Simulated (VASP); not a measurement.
Consider the following.

```xyz
2
Lattice="3.4340 0.0000 0.0000 -1.7170 2.9740 0.0000 0.0000 0.0000 5.5730" Properties=species:S:1:pos:R:3 pbc="T T T"
Tl     1.7170     0.9913     4.1797
Tl     0.0000     1.9826     1.3932
```

All values below come from PBEsol GGA, VASP's PBE PAW potentials (set 64) (plane waves; VASP). Run with PREC = Normal, EDIFF = 1E-5, 400 eV cut-off, 14×14×8 Γ-centred mesh, first-order Methfessel-Paxton smearing of 0.10 eV, potentials Tl_d.

Unless said otherwise, spin-orbit coupling is left out, though it shifts the bands of the heavy elements here.

### Question
Predict the energy per atom (σ→0), band gap (on the k-mesh) with the smallest direct gap where there is one.

### Answer

```yaml
band gap (on the k-mesh): none (metal, semimetal or under 0.01 eV)
energy per atom (σ→0): -2.627 eV/atom
```

The compound is Tl in the hcp structure. It was relaxed first.
